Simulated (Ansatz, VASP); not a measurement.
# LiGeBr3 in two plane-wave programs, part 2 of 2

Aim: how closely do two programs agree when they are given the same cell, functional and k mesh? The cell is generated by rule, not measured, and may not be a known phase. Of the first pair: The two relaxations start from unlike cells of this crystal (the structure described is Ansatz's start), so only their ends are compared.

VASP 6.6.1 and Ansatz 0.2.0.

So far: The starting structure; Ansatz: relaxation of cell and atoms, LDA, pair 1; VASP: relaxation of cell and atoms, LDA, pair 1; Side by side.

**5. VASP: relaxation of cell and atoms, LDA, pair 2**

Level of this step: LDA; plane waves and PAW (Li_sv, Ge_d, Br); invented cell (VASP).

The relaxed volume is the usual yardstick between codes: in a stiff, nearly cubic crystal its relative difference is about their pressure difference at one cell divided by the bulk modulus. This pair takes another cell of the material, with 10 atoms against 5 for the pair before.

Contents of INCAR:

```
SYSTEM = LiGeBr3
PREC = Accurate
ENCUT = 750
EDIFF = 1E-07
NELM = 120
ISMEAR = 0
SIGMA = 0.01
LREAL = .FALSE.
ALGO = Normal
GGA = CA
NBANDS = 48
LORBIT = 11
LWAVE = .FALSE.
LCHARG = .FALSE.
ISIF = 3
IBRION = 2
NSW = 80
EDIFFG = -0.005
LASPH = .TRUE.
GGA_COMPAT = .FALSE.
NELMIN = 4
EFERMI = MIDGAP
KPAR = 2
```

Contents of POSCAR:

```
LiGeBr3
1.0
   -3.6617790000      3.8064320000      5.2829490000
    3.6617790000     -3.8064320000      5.2829490000
    3.6617790000      3.8064320000     -5.2829490000
Li Ge Br
2 2 6
Direct
    0.5005766025      0.7480353093      0.2525411567
    0.4954941526      0.2480353093      0.7474587068
    0.4873468600      0.9912367864      0.9961099371
    0.9951267179      0.4912369229      0.0038899315
    0.3191621763      0.8191621763      0.5000000000
    0.6765134397      0.1765134397      0.5000000000
    0.6765133451      0.6765133451      0.0000000000
    0.3191621763      0.3191621763      0.0000000000
    0.1645731120      0.7638071822      0.9007657933
    0.8630413889      0.2638073187      0.0992342067
```

Contents of KPOINTS:

```
Automatic mesh
0
Gamma
4 4 4
0 0 0
```

Potentials, in the order of the species: Li_sv, Ge_d and Br (LDA family, release 64).

Started as:

```
mpirun -np 2 vasp_std
```

Numbers of over 12 decimals in the logs are rounded to 6 here.

Output:

```text
[banner, memory and clock lines left out]
running    2 mpi-ranks, on    1 nodes
[...]
LDA part: xc-table for (Slater(with rela. corr.)+CA(PZ))
 , standard interpolation
 POSCAR, INCAR and KPOINTS ok, starting setup
[...]
entering main loop
       N       E                     dE             d eps       ncg     rms          rms(c)
DAV:   1     0.899578942207E+03    0.89958E+03   -0.39560E+04  2224   0.263E+03
DAV:   2     0.126872373226E+03   -0.77271E+03   -0.74056E+03  1952   0.762E+02
DAV:   3    -0.219599835359E+02   -0.14883E+03   -0.14530E+03  2040   0.198E+02
DAV:   4    -0.355028698747E+02   -0.13543E+02   -0.13468E+02  2376   0.619E+01
[...]
DAV:  14    -0.359322305734E+02   -0.50289E-06   -0.11859E-06  2128   0.555E-03    0.302E-03
DAV:  15    -0.359322308481E+02   -0.27470E-06   -0.44769E-07  1864   0.277E-03    0.107E-03
DAV:  16    -0.359322308495E+02   -0.13852E-08   -0.36918E-08  1296   0.146E-03
   1 F= -.35932231E+02 E0= -.35932231E+02  d E =-.359322E+02
[... from here on, the cycles between the ionic steps are left out ...]
   2 F= -.35932315E+02 E0= -.35932315E+02  d E =-.841544E-04
   3 F= -.35932316E+02 E0= -.35932316E+02  d E =-.849970E-04
   4 F= -.35932333E+02 E0= -.35932333E+02  d E =-.168814E-04
   5 F= -.35932356E+02 E0= -.35932356E+02  d E =-.403396E-04
[...]
reached required accuracy - stopping structural energy minimisation
```

Parts of OUTCAR (step 5):

```text
  Total        0.0088131      0.0011887     -0.0006901      0.0000000      0.0000000      0.0000000
  in kB        0.0479078      0.0064617     -0.0037515      0.0000000      0.0000000      0.0000000
  external PRESSURE =       0.0168727 kB  Pullay stress =       0.0000000 kB

 POSITION                                       TOTAL-FORCE (eV/Angst)
 -----------------------------------------------------------------------------------
      1.83137      0.01942      5.26211         0.000000      0.000342     -0.000005
      1.83137      3.78850     -0.02084        -0.000000     -0.000342     -0.000005
      5.49412      1.87513      2.55109        -0.000000      0.001114      0.001884
     -1.83137      1.93279      7.83404        -0.000000     -0.001114      0.001884
      3.66275      0.00000      3.37298         0.000000      0.000000     -0.000083
      0.00000      3.80793      1.86452         0.000000     -0.000000      0.001270
      0.00000      0.00000      7.14747         0.000000     -0.000000      0.001270
      3.66275      3.80793     -1.90996         0.000000      0.000000     -0.000083
      5.49412      1.14746      0.14351         0.000000     -0.000395     -0.003067
     -1.83137      2.66047      5.42646         0.000000      0.000395     -0.003067
 -----------------------------------------------------------------------------------
    total drift:                               -0.000838      0.000260      0.000135

  FREE ENERGIE OF THE ION-ELECTRON SYSTEM (eV)
  ---------------------------------------------------
  free  energy   TOTEN  =       -35.9323561860 eV

  energy  without entropy=      -35.9323561860  energy(sigma->0) =      -35.93235619

[... 1 part as in an earlier step ...]

[... 3 further parts left out ...]
[key lines of the parts left out:]
E-fermi :   1.5320
```

The run keeps the 4 symmetry operations of its start, so it cannot find a distortion of lower symmetry.

**6. Ansatz: relaxation of cell and atoms, LDA, pair 2**

The same cell, functional (in two slightly different forms) and mesh now go to Ansatz, which takes its cutoff from its data sets.

The cell is taken from a series of runs on this material, whose earlier steps may have relaxed, scaled, displaced or heated it; both programs get it as it stands.

Contents of input.yaml:

```yaml
crystal:
  lattice:
    - [-3.6617785374, 3.8064318413, 5.2829488388]
    - [3.6617785374, -3.8064318413, 5.2829488388]
    - [3.6617785374, 3.8064318413, -5.2829488388]
  atoms:
    - { symbol: Li, position: [0.5005766136, 0.7480353606, 0.252541253] }
    - { symbol: Li, position: [0.4954941076, 0.2480353606, 0.747458747] }
    - { symbol: Ge, position: [0.4873469538, 0.9912368729, 0.9961100809] }
    - { symbol: Ge, position: [0.995126792, 0.4912368729, 0.0038899191] }
    - { symbol: Br, position: [0.3191622078, 0.8191622078, 0.5] }
    - { symbol: Br, position: [0.6765134106, 0.1765134106, 0.5] }
    - { symbol: Br, position: [0.6765134106, 0.6765134106, 0.0] }
    - { symbol: Br, position: [0.3191622078, 0.3191622078, 0.0] }
    - { symbol: Br, position: [0.1645731411, 0.7638072958, 0.9007658453] }
    - { symbol: Br, position: [0.8630414506, 0.2638072958, 0.0992341547] }
kpoints:
  mp_grid: { grid: [4, 4, 4] }
hamiltonian:
  xc: lda
  pseudopotentials: { kind: paw, azcp: { folder: soft_1 }, xc_functional: pbe }
scf:
  occupations: { method: fixed }
output:
  forces: true
  stress: true
  eigenvalues: true
relax:
  adjacent_minimum: "off"
  f_tol: 0.001
  max_steps: 60
  cell: { stress_tol: 0.01 }
```

Started as:

```
ansatz run input.yaml --threads 8 --pin off --max-ram 16384MiB --backend cpu --events-out ev --progress --plain --runs-dir out
```

Output:

```text
[...]
Crystal: 10 atoms, lattice volume = 294.542 Å³
Basis set: ecut = 420 eV, 5785 PW (Γ)
Bands: 48, of which v1, the nominal top of the filled ones, is band 38 counted from 1 (37 counted from 0)
Symmetry: 4 space group operations
[...]
k-points: 18 of 64 (time reversal used)
[...]
- { symbol: Ge, position: [0.995126792, 0.4912368729, 0.00388992] }
    - { symbol: Br, position: [0.319162, 0.8191622078, 0.500000] }
    - { symbol: Br, position: [0.676513, 0.176513, 0.5] }
    - { symbol: Br, position: [0.6765134106, 0.6765134106, 0.0] }
    - { symbol: Br, position: [0.3191622078, 0.3191622078, 0.0] }
    - { symbol: Br, position: [0.164573, 0.763807295825, 0.900765845275] }
    - { symbol: Br, position: [0.86304145055, 0.263807, 0.099234] }
[key lines of the parts left out:]
SCF converged after 7 iterations
Free energy (F): -25006.538907 eV
Fermi energy:    2.823902 eV
P = ⅓ Tr σ = -0.0004 GPa (-0.004 kbar)
```

**7. Comparison**

What differs besides the data sets and the points named for the pairs above, as far as they apply: fixed occupations in Ansatz, narrow Gaussian smearing in VASP. Total energies have different zeros and are not compared.

Both answers:

```tsv
quantity	Ansatz	VASP	difference
volume (Å³)	294.54	294.74	-0.07 %
edge a after relaxation, in the typed setting (Å)	7.470	7.472	-0.02 %
```

**8. Outcome**

```json
{
  "difference in volume (relaxation of cell and atoms, LDA, pair 1)": "-0.064 %",
  "difference in volume (relaxation of cell and atoms, LDA, pair 2)": "-0.066 %"
}
```

The difference in volume is -0.066 % (relaxation of cell and atoms, LDA, pair 2), within the 1.2 % picked in this series as the mark of a large difference, as far as the stopping tolerances let one tell. 2 further runs of this series are not shown here. Such differences can come from data sets, numerical settings and the points named under the comparisons, not from the functional's error against experiment.

[Lines on the potential files, build, host, timing and source positions are cut from VASP's logs without a mark.]

[Logs are printed without paths, hosts, clocks, repeated set-up lines and the standing remarks that a program may print on its own settings, such as how far it seeks lower states.]

[Hosts, paths, dates, database ids (printed as entryN), source tags and the programs' standing remarks are cut or masked in the printed files.]
